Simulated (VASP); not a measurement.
Output of a VASP run:

File OUTCAR:
```
 ion  position               nearest neighbor table
   1  0.500  0.000  0.000-  33 2.49  46 2.49  54 2.49  62 2.49
   2  0.750  0.250  0.000-  33 2.49  34 2.49  44 2.49  55 2.49
   3  0.750  0.000  0.250-  33 2.49  35 2.49  39 2.49  49 2.49
   4  0.000  0.000  0.000-  36 2.49  39 2.49  44 2.49  63 2.49
   5  0.250  0.250  0.000-  36 2.49  37 2.49  54 2.49  60 2.49
   6  0.500  0.500  0.000-  37 2.49  38 2.49  55 2.49  61 2.49
   7  0.750  0.750  0.000-  38 2.49  39 2.49  56 2.49  62 2.49
   8  0.250  0.000  0.250-  36 2.49  40 2.49  46 2.49  57 2.49
   9  0.502  0.254  0.251-  64 2.41  37 2.49  33 2.52  40 2.53
  10  0.746  0.496  0.251-  64 2.49  38 2.50  34 2.50  41 2.55
  11  0.500  0.000  0.500-  40 2.49  42 2.49  49 2.49  59 2.49
  12  0.746  0.248  0.496-  64 2.46  42 2.48  35 2.48  43 2.56
  13  0.750  0.000  0.750-  42 2.49  44 2.49  53 2.49  62 2.49
  14  0.000  0.500  0.000-  34 2.49  45 2.49  56 2.49  60 2.49
  15  0.250  0.750  0.000-  45 2.49  46 2.49  61 2.49  63 2.49
  16  0.000  0.250  0.250-  34 2.49  35 2.49  36 2.49  47 2.49
  17  0.250  0.500  0.250-  37 2.49  45 2.49  47 2.49  48 2.49
  18  0.500  0.750  0.250-  38 2.49  46 2.49  48 2.49  49 2.49
  19  0.000  0.000  0.500-  35 2.49  50 2.49  53 2.49  57 2.49
  20  0.250  0.250  0.500-  40 2.49  47 2.49  50 2.49  51 2.49
  21  0.498  0.500  0.497-  48 2.46  64 2.47  51 2.51  52 2.53
  22  0.750  0.750  0.500-  41 2.49  49 2.49  52 2.49  53 2.49
  23  0.250  0.000  0.750-  50 2.49  54 2.49  59 2.49  63 2.49
  24  0.500  0.250  0.750-  42 2.49  51 2.49  54 2.49  55 2.49
  25  0.750  0.500  0.750-  43 2.49  52 2.49  55 2.49  56 2.49
  26  0.000  0.750  0.250-  39 2.49  41 2.49  45 2.49  57 2.49
  27  0.000  0.500  0.500-  41 2.49  43 2.49  47 2.49  58 2.49
  28  0.250  0.750  0.500-  48 2.49  57 2.49  58 2.49  59 2.49
  29  0.000  0.250  0.750-  43 2.49  44 2.49  50 2.49  60 2.49
  30  0.250  0.500  0.750-  51 2.49  58 2.49  60 2.49  61 2.49
  31  0.500  0.750  0.750-  52 2.49  59 2.49  61 2.49  62 2.49
  32  0.000  0.750  0.750-  53 2.49  56 2.49  58 2.49  63 2.49
  33  0.625  0.125  0.125-   1 2.49   2 2.49   3 2.49   9 2.52
  34  0.875  0.375  0.125-   2 2.49  14 2.49  16 2.49  10 2.50
  35  0.875  0.125  0.375-  12 2.48   3 2.49  16 2.49  19 2.49
  36  0.125  0.125  0.125-   4 2.49   5 2.49   8 2.49  16 2.49
  37  0.375  0.375  0.125-   9 2.49   6 2.49   5 2.49  17 2.49
  38  0.625  0.625  0.125-   6 2.49   7 2.49  18 2.49  10 2.50
  39  0.875  0.875  0.125-   3 2.49   4 2.49   7 2.49  26 2.49
  40  0.375  0.125  0.375-   8 2.49  11 2.49  20 2.49   9 2.53
  41  0.875  0.625  0.375-  22 2.49  26 2.49  27 2.49  10 2.55
  42  0.625  0.125  0.625-  12 2.48  11 2.49  13 2.49  24 2.49
  43  0.875  0.375  0.625-  25 2.49  27 2.49  29 2.49  12 2.56
  44  0.875  0.125  0.875-   2 2.49   4 2.49  13 2.49  29 2.49
  45  0.125  0.625  0.125-  14 2.49  15 2.49  17 2.49  26 2.49
  46  0.375  0.875  0.125-   1 2.49   8 2.49  15 2.49  18 2.49
  47  0.125  0.375  0.375-  16 2.49  17 2.49  20 2.49  27 2.49
  48  0.375  0.625  0.375-  21 2.46  18 2.49  17 2.49  28 2.49
  49  0.625  0.875  0.375-   3 2.49  11 2.49  18 2.49  22 2.49
  50  0.125  0.125  0.625-  19 2.49  20 2.49  23 2.49  29 2.49
  51  0.375  0.375  0.625-  20 2.49  24 2.49  30 2.49  21 2.51
  52  0.625  0.625  0.625-  22 2.49  25 2.49  31 2.49  21 2.53
  53  0.875  0.875  0.625-  13 2.49  19 2.49  22 2.49  32 2.49
  54  0.375  0.125  0.875-   1 2.49   5 2.49  23 2.49  24 2.49
  55  0.625  0.375  0.875-   2 2.49   6 2.49  24 2.49  25 2.49
  56  0.875  0.625  0.875-   7 2.49  14 2.49  25 2.49  32 2.49
  57  0.125  0.875  0.375-   8 2.49  19 2.49  26 2.49  28 2.49
  58  0.125  0.625  0.625-  27 2.49  28 2.49  30 2.49  32 2.49
  59  0.375  0.875  0.625-  11 2.49  23 2.49  28 2.49  31 2.49
  60  0.125  0.375  0.875-   5 2.49  14 2.49  29 2.49  30 2.49
  61  0.375  0.625  0.875-   6 2.49  15 2.49  30 2.49  31 2.49
  62  0.625  0.875  0.875-   1 2.49   7 2.49  13 2.49  31 2.49
  63  0.125  0.875  0.875-   4 2.49  15 2.49  23 2.49  32 2.49
  64  0.621  0.372  0.376-   9 2.41  12 2.46  21 2.47  10 2.49
 Subroutine IBZKPT returns following result:
 Found      1 irreducible k-points:

 Following reciprocal coordinates:
            Coordinates               Weight
  0.000000  0.000000  0.000000      1.000000
   k-points           NKPTS =      1   k-points in BZ     NKDIM =      1   number of bands    NBANDS=    161
   number of dos      NEDOS =    301   number of ions     NIONS =     64
   total plane-waves  NPLWV = 175616
   dimension x,y,z NGX =    56 NGY =   56 NGZ =   56
   dimension x,y,z NGXF=   112 NGYF=  112 NGZF=  112
   ions per type =              32  31   1
   PREC   = normal    normal or accurate (medium, high low for compatibility)
   ISTART =      0    job   : 0-new  1-cont  2-samecut
   ICHARG =      2    charge: 1-file 2-atom 10-const
...
```

OSZICAR:
```
...
   4 F= -.26163020E+03 E0= -.26161182E+03  d E =-.166836E-01
       N       E                     dE             d eps       ncg     rms          rms(c)
DAV:   1    -0.261633828560E+03   -0.36270E-02   -0.25193E-01   340   0.913E-01    0.244E-01
RMM:   2    -0.261635154231E+03   -0.13257E-02   -0.21489E-02   322   0.259E-01    0.899E-02
RMM:   3    -0.261635441736E+03   -0.28750E-03   -0.36970E-03   337   0.111E-01    0.825E-02
RMM:   4    -0.261635404547E+03    0.37189E-04   -0.58597E-04   324   0.468E-02    0.328E-02
RMM:   5    -0.261635421277E+03   -0.16730E-04   -0.16501E-04   326   0.237E-02    0.213E-02
RMM:   6    -0.261635419722E+03    0.15545E-05   -0.96100E-05   274   0.137E-02
   5 F= -.26163542E+03 E0= -.26161879E+03  d E =-.219029E-01
       N       E                     dE             d eps       ncg     rms          rms(c)
DAV:   1    -0.261635470959E+03   -0.49682E-04   -0.33260E-03   380   0.104E-01    0.295E-02
RMM:   2    -0.261635487829E+03   -0.16870E-04   -0.25015E-04   322   0.288E-02    0.128E-02
RMM:   3    -0.261635492333E+03   -0.45037E-05   -0.46651E-05   246   0.127E-02    0.104E-02
RMM:   4    -0.261635492572E+03   -0.23907E-06   -0.73077E-06   193   0.534E-03
   6 F= -.26163549E+03 E0= -.26161901E+03  d E =-.219757E-01
       N       E                     dE             d eps       ncg     rms          rms(c)
DAV:   1    -0.261637950753E+03   -0.24584E-02   -0.10867E-01   340   0.605E-01    0.137E-01
RMM:   2    -0.261638548179E+03   -0.59743E-03   -0.81867E-03   323   0.165E-01    0.458E-02
RMM:   3    -0.261638676104E+03   -0.12793E-03   -0.14364E-03   339   0.705E-02    0.387E-02
RMM:   4    -0.261638672210E+03    0.38947E-05   -0.17900E-04   323   0.280E-02    0.186E-02
RMM:   5    -0.261638677043E+03   -0.48332E-05   -0.58259E-05   264   0.147E-02
   7 F= -.26163868E+03 E0= -.26162282E+03  d E =-.318447E-02
       N       E                     dE             d eps       ncg     rms          rms(c)
DAV:   1    -0.261638873840E+03   -0.20163E-03   -0.50483E-02   356   0.413E-01    0.940E-02
RMM:   2    -0.261639176228E+03   -0.30239E-03   -0.39661E-03   322   0.115E-01    0.321E-02
RMM:   3    -0.261639240664E+03   -0.64436E-04   -0.69859E-04   341   0.491E-02    0.284E-02
RMM:   4    -0.261639238209E+03    0.24556E-05   -0.86546E-05   290   0.194E-02
   8 F= -.26163924E+03 E0= -.26162378E+03  d E =-.374564E-02
       N       E                     dE             d eps       ncg     rms          rms(c)
DAV:   1    -0.261640294143E+03   -0.10535E-02   -0.48167E-02   340   0.406E-01    0.895E-02
RMM:   2    -0.261640515361E+03   -0.22122E-03   -0.32525E-03   322   0.107E-01    0.305E-02
RMM:   3    -0.261640573897E+03   -0.58536E-04   -0.63925E-04   347   0.469E-02    0.267E-02
RMM:   4    -0.261640571543E+03    0.23539E-05   -0.71173E-05   272   0.181E-02
   9 F= -.26164057E+03 E0= -.26162526E+03  d E =-.133333E-02
       N       E                     dE             d eps       ncg     rms          rms(c)
DAV:   1    -0.261640757522E+03   -0.18363E-03   -0.12022E-02   364   0.203E-01    0.462E-02
RMM:   2    -0.261640808316E+03   -0.50794E-04   -0.81648E-04   322   0.533E-02    0.161E-02
RMM:   3    -0.261640825089E+03   -0.16773E-04   -0.17731E-04   341   0.241E-02    0.139E-02
RMM:   4    -0.261640824942E+03    0.14760E-06   -0.18830E-05   202   0.919E-03
  10 F= -.26164082E+03 E0= -.26162557E+03  d E =-.158673E-02
```

File OUTCAR:
```
------------------------ aborting loop because EDIFF is reached ----------------------------------------
  FORCE on cell =-STRESS in cart. coord.  units (eV):
  Direction    XX          YY          ZZ          XY          YZ          ZX
  --------------------------------------------------------------------------------------
  Total       -5.7811697     -5.7889247     -5.7993421     -0.0914071     -0.1399112     -0.0497217
  in kB       -6.0550661     -6.0631885     -6.0740995     -0.0957377     -0.1465398     -0.0520774
  external PRESSURE =      -6.0641181 kB  Pullay stress =       0.0000000 kB
  volume of cell :     1529.70
      direct lattice vectors                 reciprocal lattice vectors
    11.522210421  0.000000000  0.000000000     0.086788903  0.000000000  0.000000000
     0.000000000 11.522210421  0.000000000     0.000000000  0.086788903  0.000000000
     0.000000000  0.000000000 11.522210421     0.000000000  0.000000000  0.086788903
  FREE ENERGIE OF THE ION-ELECTRON SYSTEM (eV)
  ---------------------------------------------------
  free  energy   TOTEN  =      -261.6408249419 eV

  energy  without entropy=     -261.6103197513  energy(sigma->0) =     -261.62557235

 reached required accuracy - stopping structural energy minimisation
```
(Selected blocks of OUTCAR.)

POSCAR:
```
Ga32As31S
1
   11.5222104212    -0.0000000000    -0.0000000000
   -0.0000000000    11.5222104212     0.0000000000
    0.0000000000     0.0000000000    11.5222104212
Ga As S
32 31 1
Direct
  0.5000000000   0.0000000000   0.0000000000
  0.7500000000   0.2500000000   0.0000000000
  0.7500000000   0.0000000000   0.2500000000
  0.0000000000   0.0000000000   0.0000000000
  0.2500000000   0.2500000000   0.0000000000
  0.5000000000   0.5000000000   0.0000000000
  0.7500000000   0.7500000000   0.0000000000
  0.2500000000   0.0000000000   0.2500000000
  0.5017910000   0.2543520000   0.2512100000
  0.7456170000   0.4962150000   0.2506040000
  0.5000000000   0.0000000000   0.5000000000
  0.7462370000   0.2480720000   0.4963340000
  0.7500000000   0.0000000000   0.7500000000
  0.0000000000   0.5000000000   0.0000000000
  0.2500000000   0.7500000000   0.0000000000
  0.0000000000   0.2500000000   0.2500000000
  0.2500000000   0.5000000000   0.2500000000
  0.5000000000   0.7500000000   0.2500000000
  0.0000000000   0.0000000000   0.5000000000
  0.2500000000   0.2500000000   0.5000000000
  0.4981490000   0.5003530000   0.4965860000
  0.7500000000   0.7500000000   0.5000000000
  0.2500000000   0.0000000000   0.7500000000
  0.5000000000   0.2500000000   0.7500000000
  0.7500000000   0.5000000000   0.7500000000
  0.0000000000   0.7500000000   0.2500000000
  0.0000000000   0.5000000000   0.5000000000
  0.2500000000   0.7500000000   0.5000000000
  0.0000000000   0.2500000000   0.7500000000
  0.2500000000   0.5000000000   0.7500000000
  0.5000000000   0.7500000000   0.7500000000
  0.0000000000   0.7500000000   0.7500000000
  0.6250000000   0.1250000000   0.1250000000
  0.8750000000   0.3750000000   0.1250000000
  0.8750000000   0.1250000000   0.3750000000
  0.1250000000   0.1250000000   0.1250000000
  0.3750000000   0.3750000000   0.1250000000
  0.6250000000   0.6250000000   0.1250000000
  0.8750000000   0.8750000000   0.1250000000
  0.3750000000   0.1250000000   0.3750000000
  0.8750000000   0.6250000000   0.3750000000
  0.6250000000   0.1250000000   0.6250000000
  0.8750000000   0.3750000000   0.6250000000
  0.8750000000   0.1250000000   0.8750000000
  0.1250000000   0.6250000000   0.1250000000
  0.3750000000   0.8750000000   0.1250000000
  0.1250000000   0.3750000000   0.3750000000
  0.3750000000   0.6250000000   0.3750000000
  0.6250000000   0.8750000000   0.3750000000
  0.1250000000   0.1250000000   0.6250000000
  0.3750000000   0.3750000000   0.6250000000
  0.6250000000   0.6250000000   0.6250000000
  0.8750000000   0.8750000000   0.6250000000
  0.3750000000   0.1250000000   0.8750000000
  0.6250000000   0.3750000000   0.8750000000
  0.8750000000   0.6250000000   0.8750000000
  0.1250000000   0.8750000000   0.3750000000
  0.1250000000   0.6250000000   0.6250000000
  0.3750000000   0.8750000000   0.6250000000
  0.1250000000   0.3750000000   0.8750000000
  0.3750000000   0.6250000000   0.8750000000
  0.6250000000   0.8750000000   0.8750000000
  0.1250000000   0.8750000000   0.8750000000
  0.6207370000   0.3718100000   0.3762860000
```

Question: Reconstruct the remaining input files.

Answer: Several could match; the one computed here: the input of the run itself, PBE GGA, plane waves, VASP's PBE PAW potentials (set 64).

### INCAR
```
SYSTEM = Ga32As31S
PREC = Normal
ENCUT = 400
EDIFF = 1E-5
NELM = 100
ALGO = Fast
LREAL = Auto
LASPH = .TRUE.
ISMEAR = 0
SIGMA = 0.05
GGA = PE
LMAXMIX = 4
LWAVE = .TRUE.
LCHARG = .FALSE.
NELMIN = 4
ISYM = 0
NELECT = 256.0
IBRION = 2
ISIF = 2
NSW = 60
EDIFFG = -0.03
```

### KPOINTS
```
Automatic mesh
0
Gamma
1 1 1
0 0 0
```

POTCAR, in this order: Ga As S (PBE.64 set). Program: vasp_gam.

The cell is charged, with a uniform compensating background. The supercell is sampled at Γ alone, which is coarse: total energies, pressure and levels can be off, energies of defects by several tenths of an eV.

The cell is a supercell with a defect, built from GaAs (zinc blende): S_As, charge +1. The run is not spin-polarised, so no state with unpaired spins was tried.
